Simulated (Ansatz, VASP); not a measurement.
# Cross-check of TaN between VASP and Ansatz, part 2 of 2

One calculation is typed for both programs; each brings its own data sets. How far apart do they land? The cell is taken from a series of runs on this material, whose earlier steps may have relaxed, scaled, displaced or heated it; both programs get it as it stands.

VASP 6.6.1 and Ansatz 0.2.0.

So far: The starting structure; VASP: zone-centre phonons, PBEsol.

## (3) Ansatz: zone-centre phonons, PBEsol

Level of this step: Ansatz beside VASP: Kohn-Sham DFT, plane waves, PBEsol (Ansatz).

Ansatz runs on its PAW soft_1 files.

The same cell, functional, mesh and smearing now go to Ansatz, which takes its cutoff from its data sets.

File input.yaml:

```yaml
crystal:
  lattice:
    - [2.9647843749, 0.0, 0.0]
    - [-1.4823921875, 2.5675785854, 0.0]
    - [0.0, 0.0, 2.9035241501]
  atoms:
    - { symbol: "N", position: [0.6666666667, 0.3333333333, 0.0] }
    - { symbol: Ta, position: [0.0, 0.0, 0.5] }
kpoints:
  mp_grid: { grid: [18, 18, 16] }
hamiltonian:
  xc: pbesol
  pseudopotentials: { kind: paw, azcp: { folder: soft_1 }, xc_functional: pbe }
scf:
  occupations: { method: methfessel_paxton, width: 0.2 }
output:
  eigenvalues: true
phonons:
  method: dfpt
```

Run with:

```console
ansatz run input.yaml --threads 4 --pin off --max-ram 10240MiB --backend cpu --events-out ev --progress --plain --runs-dir out
```

Numbers of over 12 decimals in the logs are rounded to 6 here.

Log:

```text
zone centre: on kpoints.mp_grid the ground state, and the responses unless they are solved on pairs of k-points, stand on 819 of the mesh's 5184 k-points, reduced under 4 symmetry operations, with k and −k counted as one. Each operation leaves every solved displacement unchanged or reverses it
Engine: ansatz 0.2.0, x86_64-unknown-linux-gnu
Pseudopotentials: kind: paw
Pseudopotential: N, paw, valence charge 5, recommended cutoff 420 eV (normal), soft_1/N.paw.azcp
Pseudopotential: Ta, paw, valence charge 13, recommended cutoff 420 eV (normal), soft_1/Ta.paw.azcp
Functional definition: PBEsol
  exchange = pbesol_x
  correlation = pbesol_c
Crystal: 2 atoms, lattice volume = 22.103 Å³
Basis set: ecut = 420 eV, 405 PW (Γ), exchange–correlation on 40×40×40 points (8 copies of the dense FFT grid, shifted against one another)
Bands: 13, of which v1, the nominal top of the filled ones, is band 9 counted from 1 (8 counted from 0)
Symmetry: 12 space group operations
k-points: 819 of 5184 (irreducible under 4 space group operations, time reversal used)
Non-local potential: N, projectors of the file, l = 0: 2, l = 1: 2, l = 2: 1
Non-local potential: Ta, projectors of the file, l = 0: 3, l = 1: 2, l = 2: 2, l = 3: 1
PAW form: soft (Blöchl's): semilocal exchange-correlation on the pseudo side does not see the compensation charge
PAW frozen core: N, regenerated for the run's functional, and the local potential with it (the file was generated under x = pbe(κ = 0.804, μ = 0.219515), c = pbe(β = 0.066725))
PAW frozen core: Ta, regenerated for the run's functional, and the local potential with it (the file was generated under x = pbe(κ = 0.804, μ = 0.219515), c = pbe(β = 0.066725))
PAW one-centre angular grid: N, 110 points (default); XC on 64 Gauss nodes
PAW one-centre angular grid: Ta, 590 points (default); XC on 64 Gauss nodes
Initial density: superposition of atomic densities (chi_scale 0.1, normalization cell, long waves kept (reshape's long-wave potential 0.00 eV rms))
Initial wavefunctions: pseudopotential atomic-orbital guess
Functional: x = pbesol(κ = 0.804, μ = 0.123457), c = pbesol(β = 0.046)
SCF iter   1: F=—  HF=-10188.542194 eV  |F-HF|=—  |Δ(HF+E_count)|=         —  Δρ=4.75e-2  dr2=2.66e-1  ethr=3.10e-3  ⟨swp⟩=5.0  Hψ=52980  notcnv=0
preconditioner: auto → none  [metal: Δε(μ)=0.069 eV  Ē_g=10.908 eV  σ=0.200 eV  W_gap=0.28  n_scr=8 (ndim 8)  ℏωp=25.0 eV  f_vac=0.000  D(μ)=0.06/eV (n_scr^D=0)  sad-step TF]
SCF iter   2: F=—  HF=-10188.535695 eV  |F-HF|=—  |Δ(HF+E_count)|=   6.50e-3  S|Δr|=    0.00e0  Δρ=2.95e-2  dr2=1.15e-1  ethr=1.48e-3  ⟨swp⟩=1.0  Hψ=17202  notcnv=0
SCF iter   3: F=—  HF=-10188.524023 eV  |F-HF|=—  |Δ(HF+E_count)|=   1.17e-2  S|Δr|=    0.00e0  Δρ=1.72e-3  dr2=3.15e-4  ethr=6.40e-4  ⟨swp⟩=2.4  Hψ=13615  notcnv=0
SCF iter   4: F=—  HF=-10188.524048 eV  |F-HF|=—  |Δ(HF+E_count)|=   2.49e-5  S|Δr|=    0.00e0  Δρ=4.41e-4  dr2=3.17e-5  ethr=1.75e-6  ⟨swp⟩=2.5  Hψ=17479  notcnv=0
SCF iter   5: F=—  HF=-10188.524045 eV  |F-HF|=—  |Δ(HF+E_count)|=   2.73e-6  S|Δr|=    0.00e0  Δρ=4.81e-5  dr2=3.58e-7  ethr=1.76e-7  ⟨swp⟩=2.0  Hψ=14195  notcnv=0
SCF iter   6: F=—  HF=-10188.524046 eV  |F-HF|=—  |Δ(HF+E_count)|=   4.80e-8  S|Δr|=    0.00e0  Δρ=9.60e-6  dr2=5.48e-9  ethr=1.99e-9  ⟨swp⟩=2.0  Hψ=16804  notcnv=0
SCF iter   7: F=—  HF=-10188.524046 eV  |F-HF|=—  |Δ(HF+E_count)|=   1.34e-9  S|Δr|=    0.00e0  Δρ=1.18e-6  dr2=7.22e-11  ethr=3.04e-11  ⟨swp⟩=2.1  Hψ=14332  notcnv=0
SCF iter   8: F=-10188.524046 eV  HF=-10188.524046 eV  |F-HF|=0.00e0  |Δ(HF+E_count)|=  6.37e-11  S|Δr|=    0.00e0  Δρ=4.29e-8  dr2=1.70e-13  ethr=1.00e-12  ⟨swp⟩=5.9  Hψ=45458  notcnv=0
SCF 1 converged in 8 iterations: F = -10188.524046 eV  dr2 = 1.70e-13
  greatest PAW one-centre occupation: 0.999 electrons in one spin orbital (limit 2), on the Ta atom at site 1 (counted from 0), in its partial waves of l = 0
DFPT response loops at Γ: preconditioner auto → Kerker (q_TF=auto, 2.637 Å⁻¹) (partly filled bands, converged f_vac=0.000); β = 1.00, the filter's whole step (`scf.mixing.beta` (0.50) is not read by the response loops under this deck's `scf.mixing.preconditioner`; to damp them name `kerker` or `kerker_dos`, under which they read `scf.mixing.beta`, and type it under 1.00, their step now; both keys bind the ground state too); Broyden in place of MSR1
SCF converged after 8 iterations
Stability not checked: this state was not tested for a lower state beside it, because cold or Methfessel-Paxton smearing, or corrected tetrahedra, fill the levels in a way that the test cannot read (fill_not_monotonic; see scf.lower_state_search)
Free energy (F): -10188.524046 eV
Harris-Foulkes:  -10188.524046 eV  (|F-HF|=0.00e0)
Internal energy: -10188.524368 eV  (E = F + TS)
E sigma→0 (E₀):  -10188.524126 eV
Entropy (-TS):   0.000322 eV (0.161 meV/atom)
Fermi energy:    19.382543 eV
--- Per-component energies (eV) ---
  E_band       = -65.835345
  E_kinetic    = 520.663723
  E_local      = -607.856043  (includes V_loc(G=0)·N_el)
  E_nonlocal   = 26.200192
  E_hartree    = 214.607115
  E_xc         = -378.173257
  E_vxc        = -309.106371  (∫ρ·V_xc dr)
  E_paw        = -8304.300882  (= ΣΔE_a)
  E_vpaw       = -124.952063  (= ΣTr[D̂ρ^β])
  E_aug_tail   = 0.000984  (compensation charges beyond the density's cutoff)
  E_ewald      = -1659.908011
  E_core_change = 0.241812  (= ΣΔE_core)
  E_smearing   = 0.000322  (= −TS)
  E_closure    = 0.000000  (closes the sum)
  Σ components = -10188.524046   (vs F -10188.524046, Δ=0.00e0)
--- Band table (eV; the first three rows and the last of 819) ---
  k-point 0: bands = [... 5 lower, 14.9383, 14.9383, 15.3121, 16.5300, 21.3936, 22.8970, 22.8970, 23.2657]
  k-point 1: bands = [... 5 lower, 14.9698, 14.9698, 14.9746, 16.8080, 21.5441, 22.2895, 22.2895, 23.7347]
  k-point 2: bands = [... 5 lower, 14.2618, 15.0605, 15.0605, 17.3962, 21.5062, 21.5062, 21.9481, 24.0984]
  k-point 818: bands = [... 5 lower, 12.0119, 12.6568, 15.2930, 18.3723, 23.2876, 24.2925, 25.2314, 26.3187]
--- Phonons (Γ-DFPT): 4 representative perturbations + reference, on 819 of 5184 k-points (Σ response iterations 12) ---
  k mesh reduced under 4 symmetry operations, with k and −k counted as one. Each operation leaves every solved displacement unchanged or reverses it
  ASR residual: 2.333e-5 → 0.000e0 eV/Å²; symmetrization residual: 1.779e-6 eV/Å²
  ASR residual per site (eV/Å²): 8.15e-6 2.33e-5
  Γ frequencies (cm⁻¹): 0.00 0.00 0.00 496.68 496.68 505.77
  non-analytic LO–TO correction: not included (Born effective charges unavailable; polar crystals: no LO–TO splitting at Γ)
```

In the SCF lines HF is the Harris–Foulkes energy and dr2 the Hartree energy of the density residual, in eV; the loop may stop once dr2 is under the threshold and the program's other checks hold. Hψ counts applications of the Hamiltonian.

## (4) Comparison

Known differences besides the potentials themselves: the data sets hold 18 valence electrons in Ansatz (on its PAW soft_1 files) and 16 in VASP; the cutoff is 420 eV in Ansatz and 600 eV in VASP; Ansatz makes its cores anew for this functional, VASP keeps those of its PBE data sets. Total energies have different zeros and are not compared.

Both answers:

```
                  quantity  Ansatz   VASP  difference
optical mode 1 to 2 (cm⁻¹)   496.7  499.8     -0.62 %
     optical mode 3 (cm⁻¹)   505.8  508.3     -0.50 %
```

Modes are paired by rising frequency, not by their patterns, so a pair may set unlike modes beside each other; they are those without the splitting of longitudinal modes.

## (5) Results

* r.m.s. difference of the optical zone-centre modes, each program's sorted by frequency (zone-centre phonons, PBEsol): 2.9 cm⁻¹
* difference in optical mode 1 to 2 (zone-centre phonons, PBEsol): -0.6 %

In words: The r.m.s. difference of the optical zone-centre modes, each program's sorted by frequency is 2.9 cm⁻¹ (zone-centre phonons, PBEsol). The data sets hold unlike numbers of valence electrons (18 in Ansatz and 16 in VASP), so part of the differences comes from the potentials. Among the rows given in per cent, the largest difference of the zone-centre phonons, PBEsol pair is in optical mode 1 to 2, -0.6 %. Such differences can come from data sets, numerical settings and the points named under the comparisons, not from the functional's error against experiment.

[Lines on the potential files, build, host, timing and source positions are cut from VASP's logs without a mark.]

[Logs are printed without paths, hosts, clocks, repeated set-up lines and the standing remarks that a program may print on its own settings, such as how far it seeks lower states.]

[Hosts, paths, dates, database ids (printed as entryN), source tags and the programs' standing remarks are cut or masked in the printed files.]
